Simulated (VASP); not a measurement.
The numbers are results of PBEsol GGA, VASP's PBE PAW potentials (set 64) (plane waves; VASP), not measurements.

Input for VASP

File POSCAR:
```
TlBi
1
    4.8436019839     0.0000000000    -0.0000000000
   -2.4218009920     4.1946822714     0.0000000000
    0.0000000000    -0.0000000000     7.9078072062
Tl Bi
2 2
Direct
  0.3333330000   0.6666670000   0.9990899876
  0.6666670000   0.3333330000   0.4990899876
  0.3333330000   0.6666670000   0.3759100124
  0.6666670000   0.3333330000   0.8759100124
```

INCAR:
```
! general
SYSTEM =TlBi
PREC   =Accurate
ENCUT  =400
LREAL  =.FALSE.
LASPH  =.TRUE.

! electronic loop
EDIFF  =1E-7
NELM   =100
ALGO   =Normal
LMAXMIX=4

! smearing
ISMEAR =-5

! functional
GGA    =PS

! ions
ISIF   =2

! output
LWAVE  =.FALSE.
LCHARG =.TRUE.
LORBIT =11
NEDOS  =601
```

### KPOINTS
```
Automatic mesh
0
Gamma
10 10 5
0 0 0
```

POTCAR, in this order: Tl_d Bi_d (PBE.64 set). Program: vasp_std.

Unless said otherwise, spin-orbit coupling is left out, though it shifts the bands of the heavy elements here.

### Question
What does the run give for the energy per atom (σ→0), band gap (on the k-mesh)?

### Answer

The energy per atom (σ→0) comes out as -3.207 eV/atom and the band gap (on the k-mesh) comes out as none (metal, semimetal or under 0.01 eV).

**OSZICAR**
```
...
DAV:   9    -0.128266106097E+02   -0.39352E-03   -0.18979E-03  3195   0.243E-01    0.594E-02
DAV:  10    -0.128269398276E+02   -0.32922E-03   -0.42482E-04  3174   0.107E-01    0.269E-02
DAV:  11    -0.128269585979E+02   -0.18770E-04   -0.10074E-04  3196   0.695E-02    0.157E-02
DAV:  12    -0.128269682906E+02   -0.96928E-05   -0.17871E-05  2945   0.212E-02    0.311E-03
DAV:  13    -0.128269693887E+02   -0.10981E-05   -0.27299E-06  3083   0.810E-03    0.204E-03
DAV:  14    -0.128269690479E+02    0.34086E-06   -0.33449E-07  2342   0.404E-03    0.369E-04
DAV:  15    -0.128269691178E+02   -0.69941E-07   -0.27890E-08  1744   0.129E-03
   1 F= -.12826969E+02 E0= -.12826969E+02  d E =0.000000E+00
```

The structure was generated: TlBi was put into the wurtzite type (P6_3mc), which need not be its known phase. It was relaxed first.
